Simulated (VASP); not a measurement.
Data:

```
AlGa3P4
1.0
   -0.00090     5.44505     5.44195
    5.44505    -0.00090     5.44195
    2.72208     2.72208     0.00000
Ga P Al
3 4 1
Direct
  0.99996   0.99996   0.00009
  0.99991   0.50014   0.99995
  0.50014   0.99991   0.99995
  0.12496   0.12496   0.25008
  0.12463   0.62510   0.25027
  0.62510   0.12463   0.25027
  0.62513   0.62513   0.24973
  0.50017   0.50017   0.99966
```

Method: PBEsol GGA, VASP's PBE PAW potentials (set 64) (plane waves; VASP). Numerical set-up: 400 eV cut-off, Gaussian smearing of 0.050 eV, potentials Ga_d P Al.

Task: Give the energies of bands 23 to 36 at the high-symmetry points, in eV from the valence-band maximum.

Result: 
```json
[
 {"band": "23", "Γ": "-2.58", "Y": "-3.40", "C0": "-3.94", "Z": "-4.80", "A0": "-5.61", "T": "-5.83", "S": "-3.60", "R": "-5.27"},
 {"band": "24", "Γ": "-2.58", "Y": "-3.32", "C0": "-3.62", "Z": "-3.61", "A0": "-2.71", "T": "-2.60", "S": "-3.21", "R": "-3.22"},
 {"band": "25", "Γ": "-1.07", "Y": "-3.18", "C0": "-2.38", "Z": "-3.49", "A0": "-2.70", "T": "-2.58", "S": "-3.06", "R": "-3.21"},
 {"band": "26", "Γ": "-1.07", "Y": "-1.69", "C0": "-1.74", "Z": "-3.37", "A0": "-2.65", "T": "-2.58", "S": "-1.99", "R": "-3.18"},
 {"band": "27", "Γ": "-1.03", "Y": "-1.68", "C0": "-1.71", "Z": "-3.35", "A0": "-2.59", "T": "-2.56", "S": "-1.91", "R": "-3.01"},
 {"band": "28", "Γ": "-1.02", "Y": "-1.55", "C0": "-1.69", "Z": "-3.33", "A0": "-1.92", "T": "-1.07", "S": "-0.69", "R": "-2.00"},
 {"band": "29", "Γ": "-0.01", "Y": "-1.54", "C0": "-1.60", "Z": "-3.29", "A0": "-1.84", "T": "-1.06", "S": "-0.69", "R": "-1.96"},
 {"band": "30", "Γ": "-0.01", "Y": "-1.14", "C0": "-1.47", "Z": "-1.14", "A0": "-1.27", "T": "-1.03", "S": "-0.55", "R": "-1.92"},
 {"band": "31", "Γ": "0.00", "Y": "-1.12", "C0": "-0.61", "Z": "-1.13", "A0": "-1.24", "T": "-1.02", "S": "-0.55", "R": "-1.89"},
 {"band": "32", "Γ": "1.49", "Y": "2.13", "C0": "2.57", "Z": "3.20", "A0": "1.74", "T": "1.44", "S": "2.21", "R": "2.17"},
 {"band": "33", "Γ": "1.65", "Y": "2.30", "C0": "2.67", "Z": "3.24", "A0": "1.83", "T": "1.49", "S": "2.25", "R": "2.43"},
 {"band": "34", "Γ": "1.69", "Y": "3.21", "C0": "2.80", "Z": "4.47", "A0": "2.17", "T": "1.62", "S": "2.44", "R": "2.46"},
 {"band": "35", "Γ": "1.81", "Y": "3.31", "C0": "3.50", "Z": "4.48", "A0": "2.37", "T": "1.68", "S": "2.73", "R": "2.67"},
 {"band": "36", "Γ": "2.68", "Y": "3.73", "C0": "4.08", "Z": "4.99", "A0": "2.47", "T": "1.72", "S": "4.77", "R": "4.84"}
]
```

The gap is indirect, 1.44 eV, from the valence maximum at Γ to the conduction minimum at T.

The structure was generated: AlGa3P4 was put into an ordered model structure (Amm2), which need not be its known phase. It was relaxed first.
